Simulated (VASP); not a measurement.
The system is CsC.

```xyz
2
Lattice="3.8233 0.0000 0.0000 0.0000 3.8233 0.0000 0.0000 0.0000 3.8233" Properties=species:S:1:pos:R:3 pbc="T T T"
Cs    0.0000    0.0000    0.0000
C     1.9117    1.9117    1.9117
```

The cell was built by a generator and needn't be a form met in nature.

| Item | Value |
| --- | --- |
| Program | VASP 6.6.1 |
| Task | single point |
| Functional | PBE |
| Potentials or basis | VASP PAW PBE potentials, release 64 (Cs_sv, C) |
| Cutoff | 520 eV |
| k mesh | 7 × 7 × 7 |
| Occupations | fermi-dirac, width 0.05 eV |
| Spin | no spin polarisation |

On this cell: pressure 0.0 GPa; largest force zero by symmetry; band gap on the k mesh none (metal or under the smearing width).

The same run follows on a disturbed copy (atoms moved at random, drawn with an rms of 0.05 Å):

```
Cs C
1.0
     3.82330    0.00000    0.00000
     0.00000    3.82330    0.00000
     0.00000    0.00000    3.82330
Cs C
1 1
Direct
  0.99933 0.00704 0.98540
  0.49393 0.50662 0.48219
```

**Question.** What changes?

**Answer.** The energy (extrapolated to zero smearing) moves by +0.2 meV/atom; pressure 0.0 GPa; largest force 0.028 eV/Å; band gap on the k mesh none (metal or under the smearing width).

Forces in eV/Å, atoms in the order of the input:
```
Cs  -0.024 -0.002 -0.014
C    0.024  0.002  0.014
```
